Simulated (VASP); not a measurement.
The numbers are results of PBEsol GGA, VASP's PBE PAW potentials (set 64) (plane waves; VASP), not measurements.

Input for VASP

**KPOINTS**
```
Automatic
0
gamma
  8 8 16
0 0 0
```

### INCAR
```
# general
SYSTEM =Cu3Pd
PREC   =Accurate
ENCUT  =400
LREAL  =.FALSE.
LASPH  =.TRUE.

# electronic loop
EDIFF  =1E-7
NELM   =100
ALGO   =Normal
LMAXMIX=4

# smearing
ISMEAR =-5

# functional
GGA    =PS

# ions
ISIF   =2

# output
LWAVE  =.FALSE.
LCHARG =.TRUE.
LORBIT =11
NEDOS  =601

# other
LEFG   =.TRUE.
```

**POSCAR**
```
Cu3Pd
1
    0.0527505751     3.7263525954     3.5320167608
    3.7263525954     0.0527505751     3.5320167608
    1.8895515853     1.8895515853     0.0000000000
Pd Cu
1 3
Direct
  0.0000000000   0.0000000000   0.0000000000
  0.0000000000   0.5000000000   0.0000000000
  0.5000000000   0.0000000000   0.0000000000
  0.5000000000   0.5000000000   1.0000000000
```

POTCAR, in this order: Pd Cu (PBE.64 set). Program: vasp_std.

Problem. What will the output report for the number of irreducible k-points (NKPTS), number of bands (NBANDS), largest plane-wave count, number of space-group operations, FFT grid (NGX, NGY, NGZ)?

Solution. 
- number of irreducible k-points (NKPTS) = 185
- number of bands (NBANDS) = 25
- largest plane-wave count = 910
- number of space-group operations = 8
- FFT grid (NGX, NGY, NGZ) = 36 × 36 × 18

The structure was generated: Cu3Pd was put into an ordered model structure (Cmmm), which need not be its known phase. It was relaxed first. The electron count is odd and the run is not spin-polarised, which forces a metal.
